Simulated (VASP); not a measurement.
Lu (hcp): computed properties

Calculation: r2SCAN meta-GGA, VASP's PBE PAW potentials (set 64) (plane waves; VASP 6.6.1).

| Item | Result |
|---|---|
| space group | P6_3/mmc (194) |
| cell | a = 3.5118 Å, b = 3.5118 Å, c = 5.4729 Å, α = 90.00°, β = 90.00°, γ = 120.00° |
| volume per atom | 29.23 Å³/atom |
| band gap (over mesh and band path) | none (metal, semimetal or under 0.01 eV) |
| density | 9.94 g/cm³ |

Space group P6₃/mmc (No. 194); a = b = 3.5118 Å, c = 5.4729 Å, α = β = 90.00°, γ = 120.00°

```json
[
 {"atom": "Lu", "site": "2c", "symmetry": "-6m2", "x": "0.3333", "y": "0.6667", "z": "0.2500"}
]
```

Measured: a 3.505 Å at 293 K (computed value off by +0.2 %), c 5.549 Å at 293 K (computed value off by -1.4 %), as given by Wikipedia, Lutetium (infobox). The calculation is for a static lattice, while the measured a, c hold thermal and zero-point effects, which are part of the difference.

The compound is Lu in the hcp structure. It was relaxed first. Symmetry was kept, so distortions that lower it aren't found.
